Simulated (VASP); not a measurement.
An input for Ansatz (written as the equivalent of a VASP run, and not itself run):

Ansatz 0.2 input:
```yaml
crystal:
  lattice:
    - [-1.7900616, 1.7900616, 1.7900616]
    - [1.7900616, -1.7900616, 1.7900616]
    - [1.7900616, 1.7900616, -1.7900616]
  atoms:
    - { symbol: Cs, position: [0.0000000, 0.0000000, 0.0000000] }
kpoints:
  mp_grid: { grid: [14, 14, 14] }
hamiltonian:
  xc: pbesol
  pseudopotentials: { kind: paw }
scf:
  occupations: { method: methfessel_paxton, width: 0.1 }
  max_iter: 100
relax:
  max_steps: 40
  f_tol: 0.02
  cell: { p_target: 45 }
output: { forces: true, stress: true, eigenvalues: true }
```

### Question
Translate this input to VASP (INCAR, KPOINTS, POSCAR, choice of POTCAR).

### Answer
One answer among several that fit: 
File KPOINTS:
```
Automatic mesh
0
Gamma
14 14 14
0 0 0
```

**POSCAR**
```
Cs
1
   -1.7900615771     1.7900615771     1.7900615771
    1.7900615771    -1.7900615771     1.7900615771
    1.7900615771     1.7900615771    -1.7900615771
Cs
1
Direct
  0.0000000000   0.0000000000   0.0000000000
```

**INCAR**
```
SYSTEM = Cs
PREC = Accurate
ENCUT = 500
EDIFF = 1E-6
NELM = 100
ALGO = Normal
LREAL = .FALSE.
LASPH = .TRUE.
ISMEAR = 1
SIGMA = 0.1
GGA = PS
LMAXMIX = 4
LWAVE = .FALSE.
LCHARG = .FALSE.
IBRION = 2
ISIF = 3
NSW = 40
EDIFFG = -0.02
PSTRESS = 450
```

POTCAR, in this order: Cs_sv (PBE.64 set). Program: vasp_std.

The two are equivalent in intent, not identical: each code has its own PAW files, so the cut-off isn't converted (ENCUT is set for VASP's; basis.ecutwfc is left out, and Ansatz then takes the one that its files recommend); Ansatz stops its SCF on the density residual and VASP on the energy change (EDIFF).

The compound is Cs in the bcc structure. It was relaxed first under an external pressure of 45 GPa.
